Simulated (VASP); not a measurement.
A convergence study with VASP on Au (fcc): a few settings are varied, all else stays as given below, so the limit is that of these other settings. The cell's lengths are 1 % over those of the tabulated start, so it is off equilibrium.

```xyz
1
Lattice="0.0000 2.0604 2.0604 2.0604 0.0000 2.0604 2.0604 2.0604 0.0000" Properties=species:S:1:pos:R:3 pbc="T T T"
Au     0.0000     0.0000     0.0000
```

Level of theory: PBEsol GGA, VASP's PBE PAW potentials (set 64) (plane waves; VASP). The last row used: LREAL = Auto, 600 eV cut-off, 13×13×13 Γ-centred mesh, first-order Methfessel-Paxton smearing of 0.10 eV, potentials Au.

| setting | E (eV/atom) | pressure (GPa) | plane waves |
|---|---|---|---|
| ENCUT = 300, LREAL = .FALSE., PREC = Normal | -3.9263 | -5.67 | 214 |
| ENCUT = 400, LREAL = .FALSE., PREC = Normal | -3.9184 | -5.01 | 331 |
| ENCUT = 500, LREAL = .FALSE., PREC = Normal | -3.9184 | -5.05 | 459 |
| ENCUT = 600, LREAL = .FALSE., PREC = Normal | -3.9182 | -4.96 | 594 |
| ENCUT = 500, LREAL = .FALSE., PREC = Accurate | -3.9184 | -5.05 | 459 |
| ENCUT = 600, LREAL = .FALSE., PREC = Accurate | -3.9182 | -4.96 | 594 |
| ENCUT = 300, LREAL = Auto, PREC = Normal | -3.9249 | -5.71 | 214 |
| ENCUT = 400, LREAL = Auto, PREC = Normal | -3.9185 | -5.09 | 331 |
| ENCUT = 500, LREAL = Auto, PREC = Normal | -3.9180 | -5.55 | 459 |
| ENCUT = 600, LREAL = Auto, PREC = Normal | -3.9188 | -4.62 | 594 |
| ENCUT = 300, LREAL = Auto, PREC = Accurate | -3.9271 | -5.55 | 214 |
| ENCUT = 400, LREAL = Auto, PREC = Accurate | -3.9189 | -5.02 | 331 |
| ENCUT = 500, LREAL = Auto, PREC = Accurate | -3.9189 | -5.04 | 459 |
| ENCUT = 600, LREAL = Auto, PREC = Accurate | -3.9184 | -4.95 | 594 |

Left out are rungs that failed or repeat a setting and relaxations that didn't move; long series are thinned to 24 rows.

The compound is Au in the fcc structure. The cell was not relaxed at this level.
